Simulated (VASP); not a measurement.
A run of VASP 6.6.1 is set up as follows.

Contents of INCAR:

```
SYSTEM = Zr2ZnN2
ALGO     = Fast           ! electronic algorithm
EDIFF    = 1E-4           ! SCF threshold, eV
EDIFFG   = -0.08          ! ionic threshold
ENCUT    = 520            ! plane-wave cutoff, eV
GGA      = PE             ! functional
IBRION   = 2              ! ionic algorithm
ISIF     = 3              ! what is computed and relaxed
ISMEAR   = 0              ! smearing method
LASPH    = .TRUE.         ! aspherical terms in the spheres
LCHARG   = .FALSE.        ! write CHGCAR
LREAL    = Auto         
LWAVE    = .FALSE.        ! write WAVECAR
NELM     = 60             ! most SCF steps
NSW      = 24             ! ionic steps
PREC     = Normal         ! precision mode
SIGMA    = 0.15           ! smearing width, eV
```

The input KPOINTS:

```
k-points
0
G
  3 3 4
  0 0 0
```

File POSCAR:

```
Zr2ZnN2
1.0
    6.1445864400      0.0000000000      0.0000000000
    0.0000000000      6.1445864400      0.0000000000
    0.0000000000      0.0000000000      3.6726674300
Zr Zn N
4 2 4
Direct
    0.3769999900      0.8769999900      0.0000000000
    0.1230000100      0.3769999900      0.0000000000
    0.6230000100      0.1230000100      0.0000000000
    0.8769999900      0.6230000100      0.0000000000
    0.0000000000      0.0000000000      0.0000000000
    0.5000000000      0.5000000000      0.0000000000
    0.1747700000      0.6747700000      0.5000000000
    0.3252300000      0.1747700000      0.5000000000
    0.8252300000      0.3252300000      0.5000000000
    0.6747700000      0.8252300000      0.5000000000
```

Potentials or basis: VASP PAW PBE potentials, release 64 (Zr_sv, Zn, N).

Command:

```console
$ cat potpaw_PBE.64/Zr_sv/POTCAR potpaw_PBE.64/Zn/POTCAR potpaw_PBE.64/N/POTCAR > POTCAR
$ mpirun -np 1 vasp_std > vasp.out
```

Predict the band gap on the k mesh.

none (metal or under the smearing width).

Predict the relaxed volume.

13.28 Å³/atom.

Forces on the atoms (eV/Å):
```
Zr  -0.031 -0.031  0.000
Zr   0.031 -0.031  0.000
Zr   0.031  0.031  0.000
Zr  -0.031  0.031  0.000
Zn   0.000  0.000  0.000
Zn   0.000  0.000  0.000
N   -0.001 -0.001  0.000
N    0.001 -0.001  0.000
N    0.001  0.001  0.000
N   -0.001  0.001  0.000
```

Caveat: the k mesh is coarse (spacing up to 0.43 Å⁻¹), so the values aren't converged; the relaxation stopped at a loose force limit of 0.08 eV/Å, so its end isn't a converged minimum.
